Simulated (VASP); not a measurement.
```xyz
2
Lattice="1.7371 -3.0087 0.0000 1.7371 3.0087 0.0000 0.0000 0.0000 5.5426" Properties=species:S:1:pos:R:3 pbc="T T T"
Tl     1.7371     1.0029     1.3857
Tl     1.7371    -1.0029     4.1570
```

Level of theory: PBE GGA, VASP's PBE PAW potentials (set 64) (plane waves; VASP). Run with 300 eV cut-off, 7×7×4 Γ-centred mesh, Gaussian smearing of 0.10 eV, potentials Tl_d.

At this cut-off the stress carries a Pulay error, which pulls relaxed volumes low. Unless said otherwise, spin-orbit coupling is left out, though it shifts the bands of the heavy elements here.

Task: What does the run give for the energy per atom (σ→0), pressure, band gap (on the k-mesh) with the smallest direct gap where there is one?

Result: 
| Item | Result |
|---|---|
| band gap (on the k-mesh) | none (metal, semimetal or under 0.01 eV) |
| energy per atom (σ→0) | -2.176 eV/atom |
| pressure | 2.17 GPa |

Total energies compare only between runs with the same potentials, cut-off and functional.

The structure is a typed Tl crystal (P6_3/mmc). The cell was not relaxed at this level.
